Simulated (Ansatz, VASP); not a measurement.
This is a calculation of NiMoIrPdW for Ansatz 0.2.0.

File input.yaml:

```yaml
crystal:
  lattice:
    - [4.1741623897, 0.0, 0.0]
    - [-2.0870811949, 3.6149331434, 0.0]
    - [0.0, 0.0, 5.4521605156]
  atoms:
    - { symbol: Ni, position: [0.0, 0.0, 0.02221], spin: 1.0 }
    - { symbol: Mo, position: [0.66667, 0.33333, 0.45996], spin: 1.0 }
    - { symbol: Pd, position: [0.33333, 0.66667, 0.74601] }
    - { symbol: Ir, position: [0.33333, 0.66667, 0.25641], spin: 0.6 }
    - { symbol: W, position: [0.66667, 0.33333, 0.99985] }
hamiltonian:
  xc: pbe
  pseudopotentials: { kind: paw }
magnetization:
  spin_polarized: true
kpoints:
  mp_grid: { grid: [7, 7, 5] }
scf:
  occupations: { method: fermi_dirac, width: 0.05 }
output:
  forces: true
  stress: true
  eigenvalues: true
```

Potentials or basis: Ansatz PAW.

Command:

```bash
$ ansatz run input.yaml --threads 8 --pin off --max-ram 20480MiB --backend cpu --events-out ev --progress --plain --runs-dir out
```

Translate it to VASP 6.6.1. Potentials there: VASP PAW PBE potentials, release 64 (Ni, Mo_sv, Pd, Ir, W_sv).

As run (the cutoff follows the program's own potentials):

The input INCAR:

```
PREC = Accurate
ENCUT = 520
EDIFF = 1E-7
ISMEAR = -1
SIGMA = 0.05
LREAL = False
LASPH = True
NELM = 150
ALGO = Normal
ISIF = 2
LWAVE = False
LCHARG = False
ISPIN = 2
MAGMOM = 1 1 0 0.6 0
LORBIT = 11
LMAXMIX = 4
GGA = PE
NBANDS = 40
KPAR = 4
```

The input KPOINTS:

```
Automatic mesh
0
Gamma
  7 7 5
```

Contents of POSCAR:

```
NiMoIrPdW
1.0
    4.1741623897      0.0000000000      0.0000000000
   -2.0870811949      3.6149331434      0.0000000000
    0.0000000000      0.0000000000      5.4521605156
Ni Mo Pd Ir W
1 1 1 1 1
Direct
    0.0000000000      0.0000000000      0.0222100000
    0.6666700000      0.3333300000      0.4599600000
    0.3333300000      0.6666700000      0.7460100000
    0.3333300000      0.6666700000      0.2564100000
    0.6666700000      0.3333300000      0.9998500000
```

Potentials or basis: VASP PAW PBE potentials, release 64 (Ni, Mo_sv, Pd, Ir, W_sv).

Command:

```sh
$ cat potpaw_PBE.64/Ni/POTCAR potpaw_PBE.64/Mo_sv/POTCAR potpaw_PBE.64/Pd/POTCAR potpaw_PBE.64/Ir/POTCAR potpaw_PBE.64/W_sv/POTCAR > POTCAR
$ mpirun -np 4 vasp_std > vasp.out
```

Both were run:

|  | VASP | Ansatz | Ansatz less VASP |
| --- | --- | --- | --- |
| gap on the k mesh at the Fermi level (eV) | none | none | - |
| pressure (GPa) | -4.1 | -4.3 | -0.20 |
| largest component of the traceless stress (GPa) | 0.18 | 0.15 | -0.028 |
| rms of the force components (eV/Å) | 0.031 | 0.039 | +0.0078 |
| net moment per atom (μB) | 0.00 | 0.00 | 0.000 |

Atom by atom the forces differ by 0.012 eV/Å (rms over components). A gap of «none» marks a metal or a gap that the smearing closes. The two sets of potentials don't hold the same shells in valence.

Caveats: the starting moments weren't kept (Ansatz). The runs have no spin-orbit coupling, so splittings on Ir, W are missing.
